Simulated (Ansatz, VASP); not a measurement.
## Two plane-wave programs on AgPt4

```
Pt Ag
1.0
     2.78613    0.00000    0.00000
    -1.39307    2.41286    0.00000
     0.00000    0.00000   25.82461
Pt Ag
4 1
Cartesian
  1.3931 0.8043 8.5000
  0.0000 1.6086 10.7749
  0.0000 0.0000 13.0392
  1.3931 0.8043 15.3500
  0.0000 0.0000 17.7441
```

Alike in both runs: functional r2SCAN; k mesh 12 × 12 × 1; occupations gaussian, width 0.1 eV; no spin polarisation.

Ansatz relaxed the structure, and its values are those at the end. VASP's run is a single point on that final structure, the one shown.

|  | VASP | Ansatz |
| --- | --- | --- |
| version | VASP 6.6.1 | Ansatz 0.2.0 |
| potentials or method | VASP PAW PBE potentials, release 64 (Pt, Ag) | scalar-relativistic, plane waves, PAW |
| plane-wave cutoff (eV) | 520 | 500 |
| valence electrons in the cell | 51 | 91 |

VASP gave:

```
gap on the k mesh at the Fermi level (eV)  : none
rms of the force components (eV/Å)         : 0.046
work function, face that differs most (eV) : 4.77
```

Task: What did Ansatz give for the same quantities?

Result: gap on the k mesh at the Fermi level (eV): none; rms of the force components (eV/Å): 0.042; work function, face that differs most (eV): 4.75.

A gap of «none» marks a metal or a gap that the smearing closes. The two sets of potentials don't hold the same shells in valence. Ansatz warned: «xc_potential_rough_in_thin_density».

Caveats: the PAW data sets were made with another functional, which shifts forces and pressure a little (VASP). Spin-orbit coupling is left out, which matters for the levels of Pt.
